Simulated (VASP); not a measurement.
A cell of Ru (hcp) near equilibrium:

```
CELL_PARAMETERS angstrom
      1.35352    -2.34437     0.00000
      1.35352     2.34437     0.00000
      0.00000     0.00000     4.26302
ATOMIC_POSITIONS crystal
  Ru 0.33333 0.66667 0.25000
  Ru 0.66667 0.33333 0.75000
```

Method: r2SCAN meta-GGA, VASP's PBE PAW potentials (set 64) (plane waves; VASP 6.6.1).

```tsv
run	ΔE (meV/atom)	σxx	σyy	σzz	largest shear component, with its sign (GPa)	largest force (eV/Å)
as it is	0.0	0.55	0.55	0.55	0.00	0.000
after one change	10.5	-8.60	-8.60	-9.27	0.00	0.000
```
Stress is in GPa, positive when the cell is compressed.

Question: Name the change that produced these shifts.
A) uniaxial strain of +0.5 % along z
B) atom 1 (Ru) moved by -0.025 Å along z
C) isotropic strain of +1.0 %
D) atom 1 (Ru) moved by 0.100 Å along x

Answer: C, isotropic strain of +1.0 %

The compound is Ru in the hcp structure.
